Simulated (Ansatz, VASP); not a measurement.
**SiSn2: VASP beside Ansatz**

The input INCAR:

```
SYSTEM = SiSn2
ALGO = Fast
EDIFF = 1E-7
EDIFFG = -0.08
ENCUT = 600
GGA = PE
IBRION = 2
ISIF = 3
ISMEAR = 0
LASPH = .True.
LCHARG = .False.
LREAL = .False.
LWAVE = .False.
NELM = 80
NSW = 36
PREC = Accurate
SIGMA = 0.2
```

The input KPOINTS:

```
k-points
0
Gamma
  5 5 5
  0 0 0
```

The input POSCAR:

```
SiSn2
1.0
    2.9388283400      1.6967333300      2.8932547100
   -2.9388283400      1.6967333300      2.8932547100
    0.0000000000     -3.3934666700      2.8932547100
Si Sn
1 2
Direct
    0.0000000000      0.0000000000      0.0000000000
    0.2762045600      0.2762045600      0.2762045600
    0.7237954400      0.7237954400      0.7237954400
```

Input for Ansatz:

```yaml
crystal:
  lattice:
    - [2.93882834, 1.69673333, 2.89325471]
    - [-2.93882834, 1.69673333, 2.89325471]
    - [0.0, -3.39346667, 2.89325471]
  atoms:
    - { symbol: Si, position: [0.0, 0.0, 0.0] }
    - { symbol: Sn, position: [0.27620456, 0.27620456, 0.27620456] }
    - { symbol: Sn, position: [0.72379544, 0.72379544, 0.72379544] }
basis:
  ecutwfc: 420
kpoints:
  mp_grid: { grid: [5, 5, 5] }
hamiltonian:
  xc: pbe
scf:
  occupations: { method: gaussian, width: 0.2 }
  lower_state_search: "off"
output:
  forces: true
  stress: true
  eigenvalues: true
relax:
  adjacent_minimum: "off"
  f_tol: 0.08
  max_steps: 16
  cell: { stress_tol: 0.8 }
```

Alike in both runs: task relaxation of cell and atoms; functional PBE; k mesh 5 × 5 × 5; occupations gaussian, width 0.2 eV; no spin polarisation.

|  | VASP | Ansatz |
| --- | --- | --- |
| version | VASP 6.6.1 | Ansatz 0.2.0 |
| potentials or method | VASP PAW PBE potentials, release 64 (Si, Sn_d) | scalar-relativistic, plane waves, PAW |
| plane-wave cutoff (eV) | 600 | 420 |
| valence electrons in the cell | 32 | 32 |

```tsv
	VASP	Ansatz	Ansatz less VASP
gap on the k mesh at the Fermi level, each at its own relaxed structure (eV)	none	none	-
relaxed volume (Å³/atom)	25.64	24.28	-1.358
relaxed cell length with the largest relative difference (Å)	4.432	4.242	-0.1904
energy change over the relaxation (meV/atom)	-360	-361	-0.8
```

A gap of «none» marks a metal or a gap that the smearing closes. One of these differences is far larger than is usual between the two programs; its cause wasn't traced.
